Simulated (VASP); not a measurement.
Consider the following.

```xyz
5
Lattice="4.3524 0.0000 0.0000 -2.1762 3.7693 0.0000 0.0000 0.0000 7.5226" Properties=species:S:1:pos:R:3 pbc="T T T"
Ba     0.0000     0.0000     0.0000
Mg     2.1762     1.2564     2.8331
Mg     0.0000     2.5129     4.6895
P      2.1762     1.2564     5.4568
P      0.0000     2.5129     2.0658
```

The numbers are results of PBEsol GGA, VASP's PBE PAW potentials (set 64) (plane waves; VASP), not measurements. Settings: 400 eV cut-off, Gaussian smearing of 0.050 eV, potentials Ba_sv Mg P.

Unless said otherwise, spin-orbit coupling is left out, though it shifts the bands of the heavy elements here.

### Question
Give the energies of bands 7 to 15 at the high-symmetry points, in eV from the valence-band maximum.

### Answer

```tsv
band	Γ	M	K	A	L	H
7	-3.34	-3.60	-3.08	-2.43	-3.35	-2.85
8	-0.88	-2.66	-3.08	-1.65	-3.09	-2.85
9	-0.88	-1.45	-2.73	-0.57	-1.78	-2.20
10	-0.02	-1.17	-1.01	-0.57	-1.54	-1.81
11	0.00	-1.14	-1.01	-0.44	-0.38	-1.25
12	0.00	-0.95	-1.01	-0.44	-0.38	-1.25
13	1.88	1.04	3.42	2.20	1.29	2.72
14	2.66	3.60	3.47	3.15	2.34	2.72
15	2.67	3.90	3.47	3.15	3.56	4.13
```

The gap is indirect, 1.04 eV, from the valence maximum at Γ to the conduction minimum at M.

The structure comes from a computed database's BaMg2P2 entry (P-3m1); how it stands against other phases isn't given here. It was relaxed first.
